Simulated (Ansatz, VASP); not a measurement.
**Cross-check of FeIBr (1T-FeBrI monolayer) between VASP and Ansatz**

Aim: how closely do two programs agree when they are given the same cell, functional and k mesh? Of the first pair: The structure shown is the start of the Ansatz relaxation below; VASP solves that cell, so the two are compared at the walk's first step.

Method: plane waves, with VASP 6.6.1 beside it; single point at PBE with D3(BJ), in Ansatz 0.2.0.

## (1) The structure

The cell holds 3 atoms: 1 I, 1 Fe and 1 Br. Its edges and angles: a = 3.576 Å, b = 3.576 Å, c = 37.047 Å, α = 90.0°, β = 90.0°, γ = 120.0°. Vacuum lies along c.

As a file:

```cif
data_structure
_symmetry_space_group_name_H-M 'P 1'
_symmetry_Int_Tables_number 1
_cell_length_a 3.5759
_cell_length_b 3.5759
_cell_length_c 37.0468
_cell_angle_alpha 90.000
_cell_angle_beta 90.000
_cell_angle_gamma 120.000
_cell_volume 410.26
loop_
_atom_site_label
_atom_site_type_symbol
_atom_site_fract_x
_atom_site_fract_y
_atom_site_fract_z
_atom_site_occupancy
I1 I 0.66667 0.33333 0.45888 1
Fe2 Fe 0.00000 0.00000 0.50432 1
Br3 Br 0.33333 0.66667 0.54112 1
```

## (2) Ansatz: relaxation, PBE with D3(BJ)

Ansatz runs on its PAW soft_1 files.

The two programs are compared at the cell with which this relaxation starts, whose forces are those of its first step.

File input.yaml:

```yaml
crystal:
  lattice:
    - [3.575914, 0.0, 0.0]
    - [-1.787957, 3.0968323657, 0.0]
    - [0.0, 0.0, 37.0467907673]
  atoms:
    - { symbol: I, position: [0.6666666667, 0.3333333333, 0.4588791538] }
    - { symbol: Fe, position: [0.0, 0.0, 0.5043243863], spin: 4.0 }
    - { symbol: Br, position: [0.3333333333, 0.6666666667, 0.5411208462] }
  periodic: [true, true, false]
magnetization:
  spin_polarized: true
kpoints:
  mp_grid: { grid: [12, 12, 1] }
hamiltonian:
  xc: pbe
  dispersion: d3bj
  pseudopotentials: { kind: paw, azcp: { folder: soft_1 } }
scf:
  occupations: { method: fermi_dirac, width: 0.05 }
  convergence: { dr2_threshold: 1.0e-09 }
relax:
  f_tol: 0.004
  max_steps: 90
  cell: {}
output:
  write_potential: true
  write_density: true
  volumetric_format: npy
```

Command:

```
$ ansatz run input.yaml --threads 2 --pin off --max-ram 3072MiB --backend cpu --events-out ev --progress --plain --runs-dir out
```

Numbers of over 12 decimals in the logs are rounded to 6 here.

Output:

```text
Warning: relax.cell: scf.convergence.dr2_threshold = 1e-9 eV is looser than the 1.76243804535e-10 eV advised for a relaxation that steers and ends on the stress (1e-10 eV for each atom of the cell: 3, times the square of relax.cell.stress_2d_tol = 0.05 N/m over 13.0 Å (the atoms' height at the walk's start and 5 Å past either face), 3.832e-2 GPa, over a crystal's default 0.05). What an SCF threshold leaves in a stress goes as its square root, and in the free energy as the threshold itself, and one threshold admits the most on a small cell: [figures from the program's tests cut] Set scf.convergence.dr2_threshold to 1.76243804535e-10 eV or tighter. [rest of the remark cut]
Engine: ansatz 0.2.0, aarch64-unknown-linux-gnu
Pseudopotentials: kind: paw
Pseudopotential: I, paw, valence charge 17, recommended cutoff 420 eV (normal), soft_1/I.paw.azcp
Pseudopotential: Fe, paw, valence charge 16, recommended cutoff 420 eV (normal), soft_1/Fe.paw.azcp
Pseudopotential: Br, paw, valence charge 7, recommended cutoff 420 eV (normal), soft_1/Br.paw.azcp
Functional definition: PBE
  parameter kappa = 0.804
  parameter beta = 0.066725
  exchange = pbe_x(kappa = kappa, mu = beta*pi^2/3)
  correlation = pbe_c(beta = beta)
Crystal: 3 atoms, lattice volume = 410.256 Å³
Basis set: ecut = 420 eV, 7893 PW (Γ), exchange–correlation on 48×48×500 points (8 copies of the dense FFT grid, shifted against one another)
Bands: 27, of which v1, the nominal top of the filled ones, is band 20 counted from 1 (19 counted from 0)
Symmetry: 6 space group operations
Space group: P3m1 (ITA 156), of the structure as read, at distance tolerance 7.4e-5 Å
Magnetic group: BNS 156.49 (UNI 1279), of the structure as read, at distance tolerance 7.4e-5 Å
k-points: 19 of 144 (time reversal used)
Non-local potential: I, projectors of the file, l = 0: 2, l = 1: 2, l = 2: 2, l = 3: 1
Non-local potential: Fe, projectors of the file, l = 0: 3, l = 1: 2, l = 2: 3, l = 3: 1
Non-local potential: Br, projectors of the file, l = 0: 2, l = 1: 2, l = 2: 2
PAW form: soft (Blöchl's): semilocal exchange-correlation on the pseudo side does not see the compensation charge
PAW one-centre angular grid: I, 590 points (default); XC on 64 Gauss nodes
PAW one-centre angular grid: Fe, 590 points (default); XC on 64 Gauss nodes
PAW one-centre angular grid: Br, 110 points (default); XC on 64 Gauss nodes
Initial density: superposition of atomic densities (neutral atoms: chi_scale 0, normalization atom)
Starting moments: Σ|m| = 4 μB on 1 of 3 sites
Initial wavefunctions: pseudopotential atomic-orbital guess
Functional: x = pbe(κ = 0.804, μ = 0.219515), c = pbe(β = 0.066725)
iter 1 solved again at ethr=8.44e-4 eV; its pass at ethr=3.10e-3 eV (dr2=3.38e-1 eV) is discarded
SCF iter   1: F=—  HF=-14776.903553 eV  |F-HF|=—  |Δ(HF+E_count)|=         —  Δρ=6.04e-3 (↑4.61e-3 ↓6.04e-3)  dr2=3.43e-1  dr2_m=4.43e-2  M=3.999 μB ∫|m|=4.009 μB  β_m=0.30  ethr=8.44e-4  ⟨swp⟩=2.1  Hψ=10913  notcnv=0
Mixer restart at iter 1: flushing history
preconditioner: auto → LDOS  [metal: Δε(μ)=0.027 eV  Ē_g=10.079 eV  σ=0.050 eV  W_gap=0.13  n_scr=20 (ndim 8)  ℏωp=8.6 eV  f_vac=0.805  D(μ)=1.62/eV (n_scr^D=8)]
spin=Collinear: LDOS preconditioning applied to the charge; magnetization (m = ρ↑ − ρ↓) channel mixes plain (no charge-response kernel on spin).
SCF iter   2: F=—  HF=-14777.256808 eV  |F-HF|=—  |Δ(HF+E_count)|=   3.53e-1  Δρ=3.92e-3 (↑3.57e-3 ↓3.92e-3)  dr2=7.48e-2  dr2_m=2.83e-2  M=3.999 μB ∫|m|=4.012 μB  β_m=0.39  ethr=8.44e-4  ⟨swp⟩=5.2  Hψ=2632  notcnv=0  defer=19
SCF iter   3: F=—  HF=-14777.578872 eV  |F-HF|=—  |Δ(HF+E_count)|=         —  Δρ=4.43e-3 (↑4.43e-3 ↓3.43e-3)  dr2=3.07e-2  dr2_m=4.91e-2  M=3.904 μB ∫|m|=3.923 μB  β_m=0.39  ethr=1.87e-4  ⟨swp⟩=4.4  Hψ=2661  notcnv=0  defer=52
SCF iter   4: F=—  HF=-14777.640245 eV  |F-HF|=—  |Δ(HF+E_count)|=         —  Δρ=3.40e-3 (↑3.40e-3 ↓2.57e-3)  dr2=8.85e-3  dr2_m=2.99e-2  M=3.895 μB ∫|m|=3.917 μB  β_m=0.39  ethr=7.68e-5  ⟨swp⟩=2.7  Hψ=1697  notcnv=0  defer=53
SCF iter   5: F=—  HF=-14777.677004 eV  |F-HF|=—  |Δ(HF+E_count)|=   3.68e-2  Δρ=2.51e-3 (↑2.51e-3 ↓1.80e-3)  dr2=5.05e-3  dr2_m=1.58e-2  M=3.888 μB ∫|m|=3.912 μB  β_m=0.70  ethr=2.21e-5  ⟨swp⟩=2.5  Hψ=1627  notcnv=0  defer=53
[...]
Mixer restart at iter 8: flushing history
iter 9 met the thresholds in force, and the SCF goes on: an eigenvalue changes by 0.14 meV, over its tolerance of 0.06 meV (output.eigenvalues, Limitations)
SCF iter   9: F=-14778.167605 eV  HF=-14778.167605 eV  |F-HF|=4.44e-10  |Δ(HF+E_count)|=  2.67e-10  Δρ=1.70e-7 (↑9.77e-8 ↓1.70e-7)  dr2=3.31e-10  dr2_m=7.98e-12  M=4.000 μB ∫|m|=4.024 μB  β_m=1.00  ethr=1.00e-12  ⟨swp⟩=7.8  Hψ=6201  notcnv=0  κ⁻¹=1.0e0(r=1)
SCF iter  10: F=-14778.167605 eV  HF=-14778.167605 eV  |F-HF|=8.37e-11  |Δ(HF+E_count)|=  8.91e-11  Δρ=3.57e-8 (↑6.25e-9 ↓3.57e-8)  dr2=1.14e-11  dr2_m=1.60e-12  M=4.000 μB ∫|m|=4.024 μB  ethr=1.00e-12  ⟨swp⟩=6.7  Hψ=5573  notcnv=0
WARN: dispersion: an atom stands within reach of a switch of its C6 between two reference coordination numbers of its element: through that C6 alone, e_disp changes by 0.025 eV or more while the distances to its neighbours run over a stretch of 0.05 Å that contains this geometry (sites counted from 0 in the run's list of atoms or, in a supercell that it derives, in that cell's: here a list of 3) — site 1 (Fe): coordination number 5.291 (about 5.05 to 5.53 with every neighbour 0.05 Å farther or nearer), switch near 5.393 between the references 1.648 (weight 1.00) and 9.138 (weight 0.00), e_disp changing by some 0.12 eV. [rest of the remark cut]
SCF 10 converged in 10 iterations: F = -14778.167605 eV  dr2 = 1.14e-11
relax step  10: F+E_penalty+E_count = -14778.16760509 eV  Δ(F+E_penalty+E_count) = -3.009e-3 eV  max|allowed force component| = 1.318e-3 eV/Å  Δτ_max = 0.0000 Å  P = +0.033 N/m  Ω = 469.728 Å³  fix = [c, alpha, beta]  reactions: c +0.000 N/m  stress off target by 3.28e-2 N/m on what of the cell is left free  SCF on the basis re-selected at this cell (its energy is not comparable with the rows above)  (10 SCF iters)
basis re-selected at this cell: Δ(F+E_penalty+E_count) = -3.009e-3 eV, ΔP = +0.034 N/m vs the last step (what re-selecting the basis moved, of the pressure what is left beyond the Pulay correction that the steps carried, after the strain that the cell walked since its last selection, with what the two solves' SCF thresholds leave and, on support functions, any second-order correction that the steps lacked; it is no measure of the basis error at this ecutwfc). The dense FFT grid was sized anew with the basis: this SCF ran on 27×27×250 points, the steps before it on 24×24×250, so part of this shift can come from that change (see relax.cell in the input reference). [rest of the remark cut]
WARN: The output density's exchange-correlation potential varies sharply where the density is thin. Do not read a vacuum level from v_tot or v_xc, or from such a field of the output density. On a cell that repeats whose density bears no net charge and no dipole along the vacuum's axis use v_es (v_loc + v_h of the components); under efield.dipole_correction with no amplitude use v_es + v_field, which holds any externa [...]
SCF converged after 10 iterations
an eigenvalue changed by more than its tolerance at an iteration that met the thresholds in force, so the SCF went on 3 times, its first undamped step at iteration 8: the last check found none over its tolerance
Magnetization: 3.9999 μB (21.9999 up, 18.0001 down)
Absolute magnetization: 4.0240 μB (∫|ρ↑−ρ↓|, with the PAW one-centre terms)
Spin contamination: 0.0171 ħ² per cell (⟨S²⟩ above its minimum at these occupations)
Per-site moments (μB) at R_I (Å): [(0.179435, 1.146950), (3.426923, 1.087116), (0.144337, 1.087116)]
Free energy (F): -14778.167605 eV
Harris-Foulkes:  -14778.167605 eV  (|F-HF|=8.37e-11)
Internal energy: -14778.145819 eV  (E = F + TS)
E sigma→0 (E₀):  -14778.156712 eV
Entropy (-TS):   -0.021786 eV (-7.262 meV/atom)
Fermi energy:    -4.988976 eV
--- Per-component energies (eV) ---
  E_band       = -1260.227403
  E_kinetic    = 613.573896
  E_local      = -94386.864889  (includes V_loc(G=0)·N_el)
  E_nonlocal   = 464.947004
  E_hartree    = 46534.443605
  E_xc         = -411.751355
  E_vxc        = -357.065782  (∫ρ·V_xc dr)
  E_paw        = -8482.983476  (= ΣΔE_a)
  E_vpaw       = -663.701262  (= ΣTr[D̂ρ^β])
  E_aug_tail   = -0.003510  (compensation charges beyond the density's cutoff)
  E_ewald      = 40891.240082
  E_disp       = -0.747175  (pairwise vdW)
  E_smearing   = -0.021786  (= −TS)
  E_closure    = 0.000000  (closes the sum)
  Σ components = -14778.167605   (vs F -14778.167605, Δ=0.00e0)
--- Forces (eV/Å), atoms counted from 1 ---
  atom   1  I      0.00000000    -0.00000000     0.00131814
  atom   2  Fe     0.00000000     0.00000000    -0.00035899
  atom   3  Br    -0.00000000     0.00000000    -0.00095897
  max |Σ_I F_I| component: 1.78e-7 eV/Å
--- 2D stress c σ (N/m, compression-positive) ---
        0.032767       0.000000      -0.000000
       -0.000000       0.032767      -0.000000
       -0.000000      -0.000000       0.000000
  P = ½ c Tr σ = 0.0328 N/m
--- Band table (eV; the first three rows and the last of 38) ---
  k-point 0 ↑: bands = [... 16 lower, -8.0078, -7.5175, -6.7220, -6.7220, -5.3000, -5.3000, -2.1329, -0.7519, ... 3 higher]
  k-point 1 ↑: bands = [... 16 lower, -8.0330, -7.4733, -6.8943, -6.7524, -5.6293, -5.3575, -1.8709, -0.5626, ... 3 higher]
  k-point 2 ↑: bands = [... 16 lower, -8.0480, -7.4372, -7.1245, -6.8611, -6.2473, -5.4823, -1.3128, -0.3661, ... 3 higher]
  k-point 18 ↓: bands = [... 16 lower, -7.7459, -4.8517, -4.7772, -4.6248, -3.9175, -3.6094, -0.6501, 0.7718, ... 3 higher]
  the weakly bound empty levels are not read free of the cell's end (no_gap_told)
--- Relaxed structure (9 steps of the walk, 8 accepted, 1 SCFs on fresh bases) ---
  F+E_penalty+E_count = -14778.16760509 eV   max|allowed force component| = 1.318e-3 eV/Å   (the final SCF, on the basis selected at the relaxed cell)
  cell:  # Å, volume = 469.7283 Å³
    - [3.826333, 0, 0]
    - [-1.913166, 3.313701, 0]
    - [0, 0, 37.0467907673]
  atoms:
    - { symbol: I, position: [0.666667, 0.333333, 0.458127] }
    - { symbol: Fe, position: [0, 0, 0.503703] }
    - { symbol: Br, position: [0.333333, 0.666667, 0.542494] }
```

In the SCF lines HF is the Harris–Foulkes energy and dr2 the Hartree energy of the density residual, in eV; the loop may stop once dr2 is under the threshold and the program's other checks hold. Hψ counts applications of the Hamiltonian.

[end of part 1 of 2]

[Lines on the potential files, build, host, timing and source positions are cut from VASP's logs without a mark.]

[Logs are printed without paths, hosts, clocks, repeated set-up lines and the standing remarks that a program may print on its own settings, such as how far it seeks lower states.]

[Hosts, paths, dates, database ids (printed as entryN), source tags and the programs' standing remarks are cut or masked in the printed files.]
